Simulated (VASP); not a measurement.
Calculation: LDA (Ceperley-Alder, Perdew-Zunger), VASP's LDA PAW potentials (set 64) (plane waves; VASP).

The input files of a VASP run:

INCAR:
```
! general
SYSTEM  = NiAl
PREC    = Accurate
ENCUT   = 520   ! plane-wave cut-off (eV)
LREAL   = .False.   ! projection in real space or not
LASPH   = .True.

! electronic loop
EDIFF   = 1E-7   ! SCF stop (eV)
NELM    = 100   ! most electronic steps
ALGO    = Normal
LMAXMIX = 4   ! l cut-off of mixed one-centre charges

! smearing
ISMEAR  = -5   ! tetrahedra, Bloechl

! ions
ISIF    = 2

! output
LWAVE   = .False.
LCHARG  = .True.
LORBIT  = 11   ! lm-projected
NEDOS   = 601   ! DOS grid
```

**POSCAR**
```
NiAl
1
    2.8356698721     0.0000000000     0.0000000000
    0.0000000000     2.8356698721     0.0000000000
    0.0000000000     0.0000000000     2.8356698721
Al Ni
1 1
Direct
  0.5000000000   0.5000000000   0.5000000000
  0.0000000000   0.0000000000   0.0000000000
```

### KPOINTS
```
Automatic mesh
0
Gamma
14 14 14
0 0 0
```

POTCAR, in this order: Al Ni (LDA.64 set). Program: vasp_std.

The run wrote:

OUTCAR:
```
 ion  position               nearest neighbor table
   1  0.500  0.500  0.500-   2 2.46   2 2.46   2 2.46   2 2.46   2 2.46   2 2.46   2 2.46   2 2.46
  LATTYP: Found a simple cubic cell.
 ALAT       =     2.8356698721
 Subroutine PRICEL returns:
 Original cell was already a primitive cell.
 Subroutine GETGRP returns: Found 48 space group operations
The static configuration has the point symmetry O_h .
The dynamic configuration has the point symmetry O_h .
 Subroutine INISYM returns: Found 48 space group operations
 Subroutine IBZKPT returns following result:
 Found    120 irreducible k-points:

 Following reciprocal coordinates:
            Coordinates               Weight
  0.000000  0.000000  0.000000      1.000000
  0.071429  0.000000  0.000000      6.000000
  0.142857  0.000000  0.000000      6.000000
  0.214286  0.000000  0.000000      6.000000
  0.285714  0.000000  0.000000      6.000000
  0.357143  0.000000  0.000000      6.000000
  0.428571  0.000000  0.000000      6.000000
  0.500000  0.000000  0.000000      3.000000
  0.071429  0.071429  0.000000     12.000000
  0.142857  0.071429  0.000000     24.000000
...
```

### OSZICAR
```
       N       E                     dE             d eps       ncg     rms          rms(c)
DAV:   1     0.397596449076E+02    0.39760E+02   -0.57676E+03  2424   0.138E+03
DAV:   2    -0.122966198315E+02   -0.52056E+02   -0.49632E+02  2424   0.212E+02
DAV:   3    -0.136172219690E+02   -0.13206E+01   -0.13074E+01  2860   0.436E+01
DAV:   4    -0.136376606730E+02   -0.20439E-01   -0.20400E-01  2866   0.482E+00
DAV:   5    -0.136381915168E+02   -0.53084E-03   -0.53051E-03  2796   0.801E-01    0.120E+01
DAV:   6    -0.151458231142E+02   -0.15076E+01   -0.53077E+01  2680   0.130E+02    0.144E+01
DAV:   7    -0.122230603988E+02    0.29228E+01   -0.15409E+01  2634   0.778E+01    0.106E+00
DAV:   8    -0.122136355912E+02    0.94248E-02   -0.33396E-01  2910   0.714E+00    0.105E+00
DAV:   9    -0.121976394339E+02    0.15996E-01   -0.55452E-02  2838   0.397E+00    0.169E-01
DAV:  10    -0.121972592711E+02    0.38016E-03   -0.11800E-03  2732   0.550E-01    0.853E-02
DAV:  11    -0.121972568148E+02    0.24563E-05   -0.34575E-05  2876   0.615E-02    0.265E-02
DAV:  12    -0.121972557456E+02    0.10692E-05   -0.42027E-06  2984   0.390E-02    0.521E-03
DAV:  13    -0.121972555371E+02    0.20850E-06   -0.75756E-07  2560   0.102E-02    0.189E-03
DAV:  14    -0.121972555529E+02   -0.15817E-07   -0.71383E-08  1314   0.314E-03
   1 F= -.12197256E+02 E0= -.12197256E+02  d E =0.000000E+00
```

OUTCAR:
```
------------------------ aborting loop because EDIFF is reached ----------------------------------------
  FORCE on cell =-STRESS in cart. coord.  units (eV):
  Direction    XX          YY          ZZ          XY          YZ          ZX
  --------------------------------------------------------------------------------------
  Total       -0.0499269     -0.0499269     -0.0499269     -0.0000000     -0.0000000      0.0000000
  in kB       -3.5081485     -3.5081485     -3.5081485     -0.0000000     -0.0000000      0.0000000
  external PRESSURE =      -3.5081485 kB  Pullay stress =       0.0000000 kB
  volume of cell :       22.80
      direct lattice vectors                 reciprocal lattice vectors
     2.835669872  0.000000000  0.000000000     0.352650360  0.000000000  0.000000000
     0.000000000  2.835669872  0.000000000     0.000000000  0.352650360  0.000000000
     0.000000000  0.000000000  2.835669872     0.000000000  0.000000000  0.352650360
 POSITION                                       TOTAL-FORCE (eV/Angst)
 -----------------------------------------------------------------------------------
      1.41783      1.41783      1.41783         0.000000      0.000000      0.000000
      0.00000      0.00000      0.00000         0.000000      0.000000      0.000000
 -----------------------------------------------------------------------------------
    total drift:                               -0.000000      0.000000      0.000000
  FREE ENERGIE OF THE ION-ELECTRON SYSTEM (eV)
  ---------------------------------------------------
  free  energy   TOTEN  =       -12.1972555529 eV

  energy  without entropy=      -12.1972555529  energy(sigma->0) =      -12.19725555

 total charge

# of ion       s       p       d       tot
------------------------------------------
    1        0.393   0.440   0.000   0.833
    2        0.501   0.558   8.518   9.577
--------------------------------------------------
tot          0.894   0.998   8.518  10.410
```
(Selected blocks of OUTCAR.)

For a metal the tetrahedron method with Blöchl corrections gives inexact stress and forces.

The compound is NiAl in the CsCl type structure. It was relaxed first, which changed the volume by -6 %. The run is not spin-polarised, so no magnetic state was tried. The electron count is odd and the run is not spin-polarised, which forces a metal.
